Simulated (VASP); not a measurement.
Method: vdW-DF-cx, VASP's PBE PAW potentials (set 64) (plane waves; VASP).

VASP ran on this input.

**INCAR**
```
SYSTEM = La2O3
PREC = Accurate
ENCUT = 520
EDIFF = 1E-6
NELM = 100
ALGO = Normal
LREAL = .FALSE.
LASPH = .TRUE.
ISMEAR = 0
SIGMA = 0.05
GGA = CX
LUSE_VDW = .TRUE.
AGGAC = 0.0
LMAXMIX = 6
LWAVE = .FALSE.
LCHARG = .FALSE.
IBRION = 2
ISIF = 3
NSW = 60
EDIFFG = -0.02
```

### POSCAR
```
La2O3
1
    1.9491290206    -3.3759904061     0.0000000000
    1.9491290206     3.3759904061    -0.0000000000
   -0.0000000000    -0.0000000000     6.0579462875
La O
2 3
Direct
  0.3333330000   0.6666670000   0.2456728687
  0.6666670000   0.3333330000   0.7543271313
  0.0000000000   0.0000000000   0.0000000000
  0.3333330000   0.6666670000   0.6459472137
  0.6666670000   0.3333330000   0.3540527863
```

File KPOINTS:
```
Automatic mesh
0
Gamma
6 6 4
0 0 0
```

POTCAR, in this order: La O (PBE.64 set). Program: vasp_std.

Output of the run:

OSZICAR:
```
       N       E                     dE             d eps       ncg     rms          rms(c)
DAV:   1     0.479218768280E+03    0.47922E+03   -0.15773E+04  1176   0.256E+03
DAV:   2     0.107611433560E+03   -0.37161E+03   -0.36587E+03  1672   0.414E+02
DAV:   3    -0.186170899591E+02   -0.12623E+03   -0.12455E+03  2160   0.225E+02
DAV:   4    -0.376894728173E+02   -0.19072E+02   -0.19060E+02  2032   0.947E+01
DAV:   5    -0.386845488592E+02   -0.99508E+00   -0.99473E+00  2152   0.255E+01    0.146E+01
DAV:   6    -0.334292356414E+02    0.52553E+01   -0.47373E+01  1792   0.427E+01    0.758E+00
DAV:   7    -0.333642381550E+02    0.64997E-01   -0.49194E+00  2168   0.239E+01    0.362E+00
DAV:   8    -0.333639498719E+02    0.28828E-03   -0.53484E-01  2064   0.691E+00    0.134E+00
DAV:   9    -0.333593683941E+02    0.45815E-02   -0.75518E-02  2152   0.254E+00    0.422E-01
DAV:  10    -0.333610857172E+02   -0.17173E-02   -0.41676E-02  1920   0.147E+00    0.220E-01
DAV:  11    -0.333613502033E+02   -0.26449E-03   -0.12555E-02  1968   0.863E-01    0.116E-01
DAV:  12    -0.333613632347E+02   -0.13031E-04   -0.18569E-03  1800   0.338E-01    0.468E-02
DAV:  13    -0.333614150055E+02   -0.51771E-04   -0.73581E-04  2088   0.200E-01    0.205E-02
DAV:  14    -0.333614177599E+02   -0.27544E-05   -0.62316E-05  2008   0.814E-02    0.516E-03
DAV:  15    -0.333614183501E+02   -0.59025E-06   -0.69117E-06  1632   0.223E-02
   1 F= -.33361418E+02 E0= -.33361418E+02  d E =-.333614E+02
       N       E                     dE             d eps       ncg     rms          rms(c)
DAV:   1    -0.334428682400E+02   -0.81450E-01   -0.29792E+00  1920   0.163E+01    0.206E+00
DAV:   2    -0.333727250490E+02    0.70143E-01   -0.43173E-01  1904   0.458E+00    0.581E-01
DAV:   3    -0.333619386015E+02    0.10786E-01   -0.42898E-02  2008   0.277E+00    0.282E-01
DAV:   4    -0.333599016218E+02    0.20370E-02   -0.12983E-02  2120   0.117E+00    0.666E-02
DAV:   5    -0.333599583540E+02   -0.56732E-04   -0.11912E-03  2120   0.324E-01    0.429E-02
DAV:   6    -0.333599910739E+02   -0.32720E-04   -0.17774E-04  2144   0.154E-01    0.205E-02
DAV:   7    -0.333599957940E+02   -0.47201E-05   -0.72495E-05  2016   0.679E-02    0.128E-02
DAV:   8    -0.333599939570E+02    0.18370E-05   -0.14281E-05  1864   0.335E-02    0.607E-03
DAV:   9    -0.333599933793E+02    0.57774E-06   -0.75303E-06  1536   0.226E-02
   2 F= -.33359993E+02 E0= -.33359993E+02  d E =0.142497E-02
       N       E                     dE             d eps       ncg     rms          rms(c)
DAV:   1    -0.333904898022E+02   -0.30496E-01   -0.88684E-01  2040   0.913E+00    0.114E+00
DAV:   2    -0.333685833130E+02    0.21906E-01   -0.12455E-01  1736   0.241E+00    0.307E-01
DAV:   3    -0.333657353561E+02    0.28480E-02   -0.13110E-02  2056   0.154E+00    0.145E-01
DAV:   4    -0.333652058992E+02    0.52946E-03   -0.43901E-03  2080   0.709E-01    0.466E-02
DAV:   5    -0.333652109633E+02   -0.50642E-05   -0.49126E-04  2144   0.225E-01    0.268E-02
DAV:   6    -0.333652265963E+02   -0.15633E-04   -0.68755E-05  2048   0.977E-02    0.124E-02
DAV:   7    -0.333652293678E+02   -0.27715E-05   -0.22814E-05  1848   0.378E-02    0.667E-03
DAV:   8    -0.333652303665E+02   -0.99870E-06   -0.53103E-06  1312   0.242E-02
   3 F= -.33365230E+02 E0= -.33365230E+02  d E =-.381202E-02
       N       E                     dE             d eps       ncg     rms          rms(c)
DAV:   1    -0.333652363722E+02   -0.70044E-05   -0.24633E-04  2064   0.162E-01    0.192E-02
DAV:   2    -0.333652303064E+02    0.60658E-05   -0.37384E-05  1752   0.414E-02    0.511E-03
DAV:   3    -0.333652294283E+02    0.87813E-06   -0.26425E-06  1168   0.268E-02
   4 F= -.33365229E+02 E0= -.33365229E+02  d E =-.381108E-02
       N       E                     dE             d eps       ncg     rms          rms(c)
DAV:   1    -0.333660604756E+02   -0.83017E-03   -0.50104E-02  2096   0.349E+00    0.147E-01
DAV:   2    -0.333656686813E+02    0.39179E-03   -0.19282E-03  1936   0.373E-01    0.709E-02
DAV:   3    -0.333655324378E+02    0.13624E-03   -0.35264E-04  2296   0.236E-01    0.245E-02
DAV:   4    -0.333655228106E+02    0.96272E-05   -0.55176E-05  2272   0.715E-02    0.975E-03
DAV:   5    -0.333655233854E+02   -0.57483E-06   -0.33215E-06  1384   0.171E-02
   5 F= -.33365523E+02 E0= -.33365523E+02  d E =-.293957E-03
       N       E                     dE             d eps       ncg     rms          rms(c)
DAV:   1    -0.333678345615E+02   -0.23118E-02   -0.19327E-01  2104   0.687E+00    0.289E-01
DAV:   2    -0.333663303616E+02    0.15042E-02   -0.74357E-03  1960   0.731E-01    0.139E-01
DAV:   3    -0.333658040752E+02    0.52629E-03   -0.13461E-03  2280   0.463E-01    0.481E-02
DAV:   4    -0.333657671537E+02    0.36921E-04   -0.21521E-04  2280   0.140E-01    0.194E-02
DAV:   5    -0.333657691556E+02   -0.20020E-05   -0.17120E-05  2056   0.341E-02    0.986E-03
DAV:   6    -0.333657705757E+02   -0.14200E-05   -0.92822E-06  1552   0.299E-02    0.482E-03
DAV:   7    -0.333657703005E+02    0.27519E-06   -0.14958E-06   952   0.192E-02
   6 F= -.33365770E+02 E0= -.33365770E+02  d E =-.540872E-03
       N       E                     dE             d eps       ncg     rms          rms(c)
DAV:   1    -0.333657475371E+02    0.23039E-04   -0.53009E-02  1512   0.231E+00    0.729E-02
DAV:   2    -0.333658937528E+02   -0.14622E-03   -0.26259E-03  1864   0.563E-01    0.390E-02
DAV:   3    -0.333658617758E+02    0.31977E-04   -0.15968E-04  2136   0.136E-01    0.128E-02
DAV:   4    -0.333658591607E+02    0.26151E-05   -0.23602E-05  2184   0.467E-02    0.618E-03
DAV:   5    -0.333658584567E+02    0.70396E-06   -0.31031E-06  1256   0.166E-02
   7 F= -.33365858E+02 E0= -.33365858E+02  d E =-.881562E-04
```

File OUTCAR:
```
------------------------ aborting loop because EDIFF is reached ----------------------------------------
  FORCE on cell =-STRESS in cart. coord.  units (eV):
  Direction    XX          YY          ZZ          XY          YZ          ZX
  --------------------------------------------------------------------------------------
  Total       -0.0313059     -0.0313059     -0.0111398     -0.0000000     -0.0000000      0.0000000
  in kB       -0.6247084     -0.6247084     -0.2222949     -0.0000000     -0.0000000      0.0000000
  external PRESSURE =      -0.4905705 kB  Pullay stress =       0.0000000 kB
  volume of cell :       80.29
      direct lattice vectors                 reciprocal lattice vectors
     1.959168531 -3.393379347  0.000000000     0.255210306 -0.147345743 -0.000000000
     1.959168531  3.393379347 -0.000000000     0.255210306  0.147345743  0.000000000
     0.000000000 -0.000000000  6.038450443     0.000000000  0.000000000  0.165605400
 POSITION                                       TOTAL-FORCE (eV/Angst)
 -----------------------------------------------------------------------------------
      1.95917      1.13113      1.47709        -0.000000      0.000000     -0.003482
      1.95917     -1.13113      4.56136         0.000000      0.000000      0.003482
      3.91834      0.00000     -0.00000        -0.000000     -0.000000      0.000000
      1.95917      1.13113      3.90406         0.000000     -0.000000      0.015007
      1.95917     -1.13113      2.13439        -0.000000     -0.000000     -0.015007
 -----------------------------------------------------------------------------------
    total drift:                                0.000000      0.000000      0.000000
  FREE ENERGIE OF THE ION-ELECTRON SYSTEM (eV)
  ---------------------------------------------------
  free  energy   TOTEN  =       -33.3658584567 eV

  energy  without entropy=      -33.3658584567  energy(sigma->0) =      -33.36585846

 reached required accuracy - stopping structural energy minimisation
```
(Selected blocks of OUTCAR.)

### CONTCAR
```
La2O3
   1.00000000000000
     1.9591685312199771   -3.3933793472132798    0.0000000000000000
     1.9591685312199771    3.3933793472132798   -0.0000000000000000
     0.0000000000000000   -0.0000000000000000    6.0384504434016373
  La              O
     2     3
Direct
     0.3333330000000032    0.6666669999999968    0.2446140169296894
     0.6666669999999968    0.3333330000000032    0.7553859830703107
     1.0000000000000000    1.0000000000000000    0.0000000000000000
     0.3333330000000032    0.6666669999999968    0.6465339071279580
     0.6666669999999968    0.3333330000000032    0.3534660928720420
```

The compound is La2O3 in the a-type structure. This run relaxes it. Symmetry was kept, so distortions that lower it aren't found. The start is the result of an earlier pass.
